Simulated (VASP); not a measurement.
Given:

```yaml
crystal:
  lattice:
    - [0.00000, 2.23890, 2.23890]
    - [2.23890, 0.00000, 2.23890]
    - [2.23890, 2.23890, 0.00000]
  atoms:
    - { symbol: Nb, position: [0.00000, 0.00000, 0.00000] }
    - { symbol: N, position: [0.50000, 0.50000, 0.50000] }
```

These are PBE GGA, VASP's PBE PAW potentials (set 64) (plane waves; VASP 6.6.1) values and carry that method's errors. Settings: 520 eV cut-off, 11×11×11 Γ-centred mesh, first-order Methfessel-Paxton smearing of 0.10 eV, potentials Nb_sv N.

**Question.** Estimate the energy per atom (σ→0), pressure, band gap (on the k-mesh) with the smallest direct gap where there is one.

**Answer.** 
| Quantity | Value |
|---|---|
| band gap (on the k-mesh) | none (metal, semimetal or under 0.01 eV) |
| energy per atom (σ→0) | -10.249 eV/atom |
| pressure | -11.26 GPa |

The absolute energy has meaning only against runs of the same code, potentials and settings.

The compound is NbN in the rock salt structure, the cubic δ form, which competes with hexagonal ones. The cell was not relaxed at this level. VASP warned that the highest band is occupied, so more bands are needed.
